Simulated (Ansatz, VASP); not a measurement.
## AlNi in two plane-wave programs

Aim: how closely do two programs agree when they are given the same cell, functional and k mesh? The cell is taken from a series of runs on this material, whose earlier steps may have relaxed, scaled, displaced or heated it; both programs get it as it stands.

Calculated with Ansatz 0.2.0; plane waves, with VASP 6.6.1 beside it; zone-centre phonons at LDA.

### 1. The structure

Symmetry: P4/mmm, No. 123, tetragonal system. The conventional cell has a = 2.860 Å, b = 2.860 Å, c = 2.800 Å, α = 90.00°, β = 90.00°, γ = 90.00°. Nearest to Al lie 8 Ni at 2.46 Å. Nearest to Ni lie 8 Al at 2.46 Å. Farther neighbours are not listed.

### 2. VASP: zone-centre phonons, LDA

Second derivatives magnify differences that forces hide, and they need a tight electronic threshold.

Lines of VASP's logs that name or quote its potential files are left out, and so is its time.

File INCAR:

```
SYSTEM = AlNi
PREC = Accurate
ENCUT = 600
EDIFF = 1E-08
NELM = 120
ISMEAR = 1
SIGMA = 0.2
LREAL = .FALSE.
ALGO = Normal
GGA = CA
NBANDS = 12
LASPH = .TRUE.
LORBIT = 11
LWAVE = .FALSE.
LCHARG = .FALSE.
ISIF = 2
IBRION = 8
GGA_COMPAT = .FALSE.
KPAR = 2
```

File POSCAR:

```
AlNi
1.0
    2.8602357871      0.0000000000      0.0000000000
    0.0000000000      2.8602357871      0.0000000000
    0.0000000000      0.0000000000      2.7999838052
Al Ni
1 1
Direct
    0.0000000000      0.0000000000      0.0000000000
    0.5000000000      0.5000000000      0.5000000000
```

File KPOINTS:

```
Automatic mesh
0
Gamma
16 16 16
0 0 0
```

Potentials, in the order of the species: Al and Ni (LDA family, release 64).

On the command line:

```
$ mpirun -np 2 vasp_std
```

Numbers of over 12 decimals in the logs are rounded to 6 here.

The log of the run:

```text
[banner, memory and clock lines left out]
running    2 mpi-ranks, on    1 nodes
 distrk:  each k-point on    1 cores,    2 groups
 distr:  one band on    1 cores,    1 groups

 POSCAR found type information on POSCAR AlNi
 POSCAR found :  2 types and       2 ions
 LDA part: xc-table for (Slater(with rela. corr.)+CA(PZ))
 , standard interpolation
 POSCAR, INCAR and KPOINTS ok, starting setup
 FFT: planning ... GRIDC
 FFT: planning ... GRID_SOFT
 FFT: planning ... GRID
 WAVECAR not read
 entering main loop
       N       E                     dE             d eps       ncg     rms          rms(c)
DAV:   1     0.441842742848E+02    0.44184E+02   -0.62171E+03  9832   0.130E+03
DAV:   2    -0.118032328912E+02   -0.55988E+02   -0.51908E+02  9940   0.211E+02
DAV:   3    -0.136060282623E+02   -0.18028E+01   -0.17836E+01 11856   0.441E+01
DAV:   4    -0.136302606653E+02   -0.24232E-01   -0.24224E-01 10892   0.458E+00
DAV:   5    -0.136308642028E+02   -0.60354E-03   -0.60352E-03 11660   0.803E-01    0.120E+01
DAV:   6    -0.151871554745E+02   -0.15563E+01   -0.45062E+01 10816   0.109E+02    0.145E+01
DAV:   7    -0.122239700363E+02    0.29632E+01   -0.13583E+01 10912   0.658E+01    0.101E+00
DAV:   8    -0.122102054289E+02    0.13765E-01   -0.27864E-01 11744   0.600E+00    0.102E+00
DAV:   9    -0.121945236507E+02    0.15682E-01   -0.46672E-02 11832   0.322E+00    0.168E-01
DAV:  10    -0.121941583945E+02    0.36526E-03   -0.10934E-03 11804   0.490E-01    0.797E-02
DAV:  11    -0.121941597485E+02   -0.13540E-05   -0.34490E-05 11556   0.526E-02    0.227E-02
DAV:  12    -0.121941591082E+02    0.64028E-06   -0.37947E-06 12128   0.331E-02    0.417E-03
DAV:  13    -0.121941589410E+02    0.16720E-06   -0.52501E-07 14768   0.693E-03    0.155E-03
DAV:  14    -0.121941589406E+02    0.41382E-09   -0.30915E-08  6908   0.225E-03
   1 F= -.12194159E+02 E0= -.12194299E+02  d E =0.420664E-03
 Linear response reoptimize wavefunctions to high precision
DAV:   1    -0.121941589397E+02    0.90472E-09   -0.12614E-08 12084   0.184E-03
DAV:   2    -0.121941589397E+02   -0.15461E-10   -0.10844E-10  5528   0.985E-05
 Linear response DOF=           4
 Linear response progress:
  Degree of freedom:   1/  4
       N       E                     dE             d eps       ncg     rms          rms(c)
RMM:   1    -0.592843665428E-02   -0.59284E-02    0.31934E-03 38752   0.667E-01
RMM:   2    -0.561477411612E-02    0.31366E-03   -0.36512E-05 25791   0.238E-01    0.618E-02
RMM:   3    -0.559790501360E-02    0.16869E-04   -0.11397E-04 28507   0.869E-02    0.302E-02
RMM:   4    -0.566378962645E-02   -0.65885E-04   -0.46019E-05 28265   0.526E-02    0.593E-03
RMM:   5    -0.566764303220E-02   -0.38534E-05   -0.36620E-06 29009   0.125E-02    0.153E-03
RMM:   6    -0.566672725314E-02    0.91578E-06   -0.15270E-07 28700   0.299E-03    0.814E-04
RMM:   7    -0.566676274634E-02   -0.35493E-07   -0.13555E-08 27124   0.131E-03    0.637E-04
RMM:   8    -0.566691084248E-02   -0.14810E-06   -0.32428E-09 30528   0.396E-04    0.200E-04
RMM:   9    -0.566693237224E-02   -0.21530E-07   -0.29979E-10 30504   0.119E-04    0.150E-05
RMM:  10    -0.566691497995E-02    0.17392E-07   -0.19745E-10 31420   0.358E-05    0.555E-06
RMM:  11    -0.566691479926E-02    0.18069E-09   -0.13343E-10 30244   0.135E-05    0.114E-06
 first order change of Fermi-energy   0.37013E-04
 force on displaced ion       1 direction 1 :  -6.307   0.000   0.000
 Linear response progress:
  Degree of freedom:   2/  4
       N       E                     dE             d eps       ncg     rms          rms(c)
RMM:   1    -0.552691669886E-02   -0.55269E-02    0.15927E-03 21348   0.627E-01
RMM:   2    -0.524948445332E-02    0.27743E-03   -0.89114E-05 14461   0.220E-01    0.581E-02
RMM:   3    -0.523569949461E-02    0.13785E-04   -0.92201E-05 15816   0.786E-02    0.292E-02
RMM:   4    -0.529845705731E-02   -0.62758E-04   -0.40978E-05 15678   0.493E-02    0.562E-03
RMM:   5    -0.530168857062E-02   -0.32315E-05   -0.31252E-06 16081   0.116E-02    0.170E-03
RMM:   6    -0.530137562140E-02    0.31295E-06   -0.32273E-07 15235   0.322E-03    0.875E-04
RMM:   7    -0.530138660172E-02   -0.10980E-07   -0.10238E-08 14709   0.165E-03    0.555E-04
RMM:   8    -0.530152130349E-02   -0.13470E-06   -0.23698E-09 16945   0.474E-04    0.218E-04
RMM:   9    -0.530159913659E-02   -0.77833E-07   -0.53395E-10 16984   0.130E-04    0.820E-06
RMM:  10    -0.530157853354E-02    0.20603E-07   -0.86908E-11 16836   0.395E-05    0.968E-06
RMM:  11    -0.530158162785E-02   -0.30943E-08   -0.11411E-10 16985   0.150E-05    0.635E-07
 first order change of Fermi-energy  -0.14693E-03
 force on displaced ion       1 direction 3 :   0.000  -0.000  -6.252
 Linear response progress:
  Degree of freedom:   3/  4
       N       E                     dE             d eps       ncg     rms          rms(c)
RMM:   1    -0.188141936516E+00   -0.18814E+00   -0.10038E-01 25743   0.269E+00
RMM:   2    -0.186675941574E+00    0.14660E-02   -0.17810E-03 25862   0.523E-01    0.130E-01
RMM:   3    -0.186686779177E+00   -0.10838E-04   -0.14372E-04 27782   0.102E-01    0.765E-02
RMM:   4    -0.187090189746E+00   -0.40341E-03   -0.17487E-04 29889   0.102E-01    0.524E-03
RMM:   5    -0.187072414318E+00    0.17775E-04   -0.34355E-06 30435   0.195E-02    0.319E-03
RMM:   6    -0.187068847391E+00    0.35669E-05   -0.23238E-07 27949   0.584E-03    0.225E-03
RMM:   7    -0.187061953361E+00    0.68940E-05   -0.10512E-07 29863   0.361E-03    0.477E-04
RMM:   8    -0.187058155001E+00    0.37984E-05   -0.87727E-09 31448   0.805E-04    0.949E-05
RMM:   9    -0.187057662354E+00    0.49265E-06   -0.18530E-09 31579   0.217E-04    0.212E-05
RMM:  10    -0.187057471760E+00    0.19059E-06   -0.13616E-09 32207   0.716E-05    0.105E-05
RMM:  11    -0.187057504197E+00   -0.32437E-07   -0.13840E-09 31610   0.404E-05    0.193E-06
RMM:  12    -0.187057502963E+00    0.12347E-08   -0.13849E-09 32499   0.274E-05    0.610E-07
 first order change of Fermi-energy   0.65880E-03
 force on displaced ion       2 direction 1 :  -6.321   0.000   0.000
 Linear response progress:
  Degree of freedom:   4/  4
       N       E                     dE             d eps       ncg     rms          rms(c)
RMM:   1    -0.187196447947E+00   -0.18720E+00   -0.99017E-02 14325   0.269E+00
RMM:   2    -0.185906765954E+00    0.12897E-02   -0.18096E-03 14397   0.517E-01    0.128E-01
RMM:   3    -0.185887819832E+00    0.18946E-04   -0.13689E-04 15417   0.101E-01    0.757E-02
RMM:   4    -0.186260018867E+00   -0.37220E-03   -0.18628E-04 16513   0.107E-01    0.587E-03
RMM:   5    -0.186245635171E+00    0.14384E-04   -0.38878E-06 16679   0.219E-02    0.454E-03
RMM:   6    -0.186239322942E+00    0.63122E-05   -0.52232E-07 14911   0.769E-03    0.260E-03
RMM:   7    -0.186229671426E+00    0.96515E-05   -0.10515E-07 17085   0.290E-03    0.362E-04
RMM:   8    -0.186226550385E+00    0.31210E-05   -0.50829E-09 17531   0.641E-04    0.776E-05
RMM:   9    -0.186226045300E+00    0.50509E-06   -0.20409E-09 16571   0.219E-04    0.324E-05
RMM:  10    -0.186225851875E+00    0.19343E-06   -0.91255E-10 16740   0.976E-05    0.566E-06
RMM:  11    -0.186225880771E+00   -0.28896E-07   -0.99054E-10 17814   0.393E-05    0.190E-06
RMM:  12    -0.186225893500E+00   -0.12729E-07   -0.95164E-10 17593   0.254E-05    0.706E-07
RMM:  13    -0.186225896834E+00   -0.33338E-08   -0.99804E-10 14757   0.218E-05    0.343E-07
 first order change of Fermi-energy   0.25977E-02
 force on displaced ion       2 direction 3 :  -0.000   0.000  -6.241
 Linear response finished
```

OUTCAR, selected parts (step 2):

```text
ion  position               nearest neighbor table
   1  0.000  0.000  0.000-   2 2.46   2 2.46   2 2.46   2 2.46   2 2.46   2 2.46   2 2.46   2 2.46

  LATTYP: Found a simple tetragonal cell.
 ALAT       =     2.8602357871
 C/A-ratio  =     0.9789346102

 Subroutine GETGRP returns: Found 16 space group operations
 (whereof 16 operations were pure point group operations)

The static configuration has the point symmetry D_4h.

 Found    405 irreducible k-points:

   k-points           NKPTS =    405   k-points in BZ     NKDIM =    405   number of bands    NBANDS=     12

   dimension x,y,z NGX =    24 NGY =   24 NGZ =   24
   dimension x,y,z NGXF=    48 NGYF=   48 NGZF=   48

   ENCUT  =  600.0 eV  44.10 Ry    6.64 a.u.   5.71  5.71  5.59*2*pi/ulx,y,z

   NELECT =      13.0000    total number of electrons

 k-points in reciprocal lattice and weights: Automatic mesh
   0.00000000  0.00000000  0.00000000       0.000
   0.06250000  0.00000000  0.00000000       0.001
   0.12500000  0.00000000  0.00000000       0.001
   0.18750000  0.00000000  0.00000000       0.001
   0.25000000  0.00000000  0.00000000       0.001
   0.31250000  0.00000000  0.00000000       0.001
   0.37500000  0.00000000  0.00000000       0.001
   0.43750000  0.00000000  0.00000000       0.001
   0.50000000  0.00000000  0.00000000       0.000
[...]
0.50000000  0.43750000  0.50000000       0.001
   0.50000000  0.50000000  0.50000000       0.000

 average (electrostatic) potential at core
       1 -67.7627       2 -81.0427

  Total       -0.2813078     -0.2813078      0.0523770      0.0000000      0.0000000      0.0000000
  in kB      -19.6758323    -19.6758323      3.6634658      0.0000000      0.0000000      0.0000000
  external PRESSURE =     -11.8960662 kB  Pullay stress =       0.0000000 kB

  energy-cutoff  :      600.00
  volume of cell :       22.91
      direct lattice vectors                 reciprocal lattice vectors
     2.860235787  0.000000000  0.000000000     0.349621526  0.000000000  0.000000000
     0.000000000  2.860235787  0.000000000     0.000000000  0.349621526  0.000000000
     0.000000000  0.000000000  2.799983805     0.000000000  0.000000000  0.357144923

 POSITION                                       TOTAL-FORCE (eV/Angst)
 -----------------------------------------------------------------------------------
      0.00000      0.00000      0.00000         0.000000      0.000000      0.000000
      1.43012      1.43012      1.39999         0.000000      0.000000      0.000000
 -----------------------------------------------------------------------------------
    total drift:                                0.000000     -0.000000     -0.000000

 Eigenvectors and eigenvalues of the dynamical matrix
 ----------------------------------------------------

   1 f  =    9.135332 THz    57.398985 2PiTHz  304.721880 cm-1    37.780681 meV
             X         Y         Z           dx          dy          dz
      0.000000  0.000000  0.000000    -0.000025   -0.827390    0.000000
      1.430118  1.430118  1.399992     0.000017    0.561627    0.000000

   2 f  =    9.135332 THz    57.398985 2PiTHz  304.721880 cm-1    37.780681 meV
             X         Y         Z           dx          dy          dz
      0.000000  0.000000  0.000000    -0.827390    0.000025   -0.000000
      1.430118  1.430118  1.399992     0.561627   -0.000017    0.000000

   3 f  =    9.089878 THz    57.113385 2PiTHz  303.205679 cm-1    37.592696 meV
             X         Y         Z           dx          dy          dz
      0.000000  0.000000  0.000000     0.000000   -0.000000   -0.827923
      1.430118  1.430118  1.399992     0.000000    0.000000    0.560841

   4 f/i=    0.003861 THz     0.024261 2PiTHz    0.128796 cm-1     0.015969 meV
             X         Y         Z           dx          dy          dz
      0.000000  0.000000  0.000000     0.000000   -0.000000   -0.560841
      1.430118  1.430118  1.399992     0.000000    0.000000   -0.827923

   5 f/i=    0.004794 THz     0.030123 2PiTHz    0.159919 cm-1     0.019827 meV
             X         Y         Z           dx          dy          dz
      0.000000  0.000000  0.000000    -0.561507    0.011610   -0.000000
      1.430118  1.430118  1.399992    -0.827214    0.017103    0.000000

   6 f/i=    0.004794 THz     0.030123 2PiTHz    0.159919 cm-1     0.019827 meV
             X         Y         Z           dx          dy          dz
      0.000000  0.000000  0.000000    -0.011610   -0.561507    0.000000
      1.430118  1.430118  1.399992    -0.017103   -0.827214    0.000000

 ELASTIC MODULI CONTR FROM IONIC RELAXATION (kBar)
 Direction    XX          YY          ZZ          XY          YZ          ZX
 --------------------------------------------------------------------------------
 XX           0.0000      0.0000      0.0000      0.0000      0.0000      0.0000
 YY           0.0000      0.0000      0.0000      0.0000      0.0000      0.0000
 ZZ           0.0000      0.0000      0.0000      0.0000      0.0000      0.0000
 XY           0.0000      0.0000      0.0000      0.0000      0.0000      0.0000
 YZ           0.0000      0.0000      0.0000      0.0000      0.0000      0.0000
 ZX           0.0000      0.0000      0.0000      0.0000      0.0000      0.0000
 --------------------------------------------------------------------------------
```

This run has no spin polarisation, so a moment on Ni, if there is one, isn't seen. Its electron count is odd, so without a moment it is a metal by construction.

[end of part 1 of 2]

[Lines on the potential files, build, host, timing and source positions are cut from VASP's logs without a mark.]

[Logs are printed without paths, hosts, clocks, repeated set-up lines and the standing remarks that a program may print on its own settings, such as how far it seeks lower states.]

[Hosts, paths, dates, database ids (printed as entryN), source tags and the programs' standing remarks are cut or masked in the printed files.]
